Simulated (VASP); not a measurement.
Calculation: PBEsol GGA, VASP's PBE PAW potentials (set 64) (plane waves; VASP 6.6.1).

VASP ran on this input.

INCAR:
```
ALGO = Normal
EDIFF = 1E-6
EDIFFG = -0.02
ENCUT = 500
GGA = PS
IBRION = 2
ISIF = 3
ISMEAR = 0
LASPH = T
LCHARG = F
LMAXMIX = 4
LREAL = F
LWAVE = F
NELM = 100
NSW = 40
PREC = Accurate
SIGMA = 0.05
SYSTEM = SrTe
```

POSCAR:
```
SrTe
1
    0.0000000000     3.3086566580     3.3086566580
    3.3086566580     0.0000000000     3.3086566580
    3.3086566580     3.3086566580     0.0000000000
Sr Te
1 1
Direct
  0.0000000000   0.0000000000   0.0000000000
  0.5000000000   0.5000000000   0.5000000000
```

KPOINTS:
```
K-points
0
G
7 7 7
```

POTCAR, in this order: Sr_sv Te (PBE.64 set). Program: vasp_std.

### Question
Predict the energy per atom (σ→0).

### Answer

| Quantity | Value |
|---|---|
| energy per atom (σ→0) | -4.417 eV/atom |

File OSZICAR:
```
...
DAV:   6    -0.884209285159E+01    0.10042E+00   -0.17431E-01   588   0.249E+00    0.986E+00
DAV:   7    -0.883537400606E+01    0.67188E-02   -0.18790E-01   668   0.298E+00    0.837E-01
DAV:   8    -0.883357694500E+01    0.17971E-02   -0.24019E-02   584   0.795E-01    0.264E-01
DAV:   9    -0.883372796733E+01   -0.15102E-03   -0.80646E-04   608   0.228E-01    0.835E-02
DAV:  10    -0.883379862352E+01   -0.70656E-04   -0.70304E-05   624   0.610E-02    0.174E-02
DAV:  11    -0.883380704103E+01   -0.84175E-05   -0.94153E-06   640   0.234E-02    0.191E-02
DAV:  12    -0.883380698566E+01    0.55367E-07   -0.34946E-07   388   0.453E-03
   1 F= -.88338070E+01 E0= -.88338070E+01  d E =-.883381E+01
```

The structure was generated: SrTe was put into the rock salt type (Fm-3m), which need not be its known phase. It was relaxed first, which changed the volume by -22 %.
